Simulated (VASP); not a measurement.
An input for Quantum ESPRESSO's pw.x (written as the equivalent of a VASP run, and not itself run):

```
&CONTROL
  calculation = 'relax'
  pseudo_dir = './pseudo'
  outdir = './out'
  tprnfor = .true.
  tstress = .true.
  nstep = 30
  forc_conv_thr = 0.00039
/
&SYSTEM
  ibrav = 0
  nat = 2
  ntyp = 1
  ecutwfc = 84
  occupations = 'smearing'
  smearing = 'methfessel-paxton'
  degauss = 0.00735
  input_dft = 'pbesol'
/
&ELECTRONS
  conv_thr = 7.3e-09
  electron_maxstep = 100
/
&IONS
/
ATOMIC_SPECIES
  As 74.922 As.upf
CELL_PARAMETERS angstrom
     3.5342911   -1.8755287   -0.0532923
     3.5342911    1.8755287   -0.0532923
     2.5665578    0.0000000    3.0507297
ATOMIC_POSITIONS crystal
  As   0.2304979  0.2304979  0.2304979
  As   0.7695021  0.7695021  0.7695021
K_POINTS automatic
  12 12 12 0 0 0
```

Q: Translate this input to VASP (INCAR, KPOINTS, POSCAR, choice of POTCAR).

A: Several could match; the one computed here: 
**KPOINTS**
```
Automatic
0
G
 12 12 12
0 0 0
```

**POSCAR**
```
As
1
    3.5342911030    -1.8755287045    -0.0532922831
    3.5342911030     1.8755287045    -0.0532922831
    2.5665578036     0.0000000000     3.0507296731
As
2
Direct
  0.2304979450   0.2304979450   0.2304979450
  0.7695020550   0.7695020550   0.7695020550
```

### INCAR
```
# general
SYSTEM   =  As
PREC     =  Accurate
ENCUT    =  480
LREAL    =  .False.
LASPH    =  .True.

# electronic loop
EDIFF    =  1E-7
NELM     =  100
ALGO     =  Normal
LMAXMIX  =  4

# smearing
ISMEAR   =  1
SIGMA    =  0.1

# functional
GGA      =  PS

# ions
IBRION   =  2
NSW      =  30
ISIF     =  2
EDIFFG   =  -0.01

# output
LWAVE    =  .False.
LCHARG   =  .False.
```

POTCAR, in this order: As (PBE.64 set). Program: vasp_std.

Limits of the translation: the potentials are each code's own (VASP's PAW set, PseudoDojo norm-conserving files in pw.x), so ENCUT and ecutwfc are chosen apart and not converted; conv_thr bounds pw.x's estimated SCF error, while EDIFF bounds the energy change between steps; forc_conv_thr acts on force components and is met together with etot_conv_thr.

The compound is As in the a7 structure. This cell was strained or had an atom moved on purpose. Symmetry was kept, so distortions that lower it aren't found.
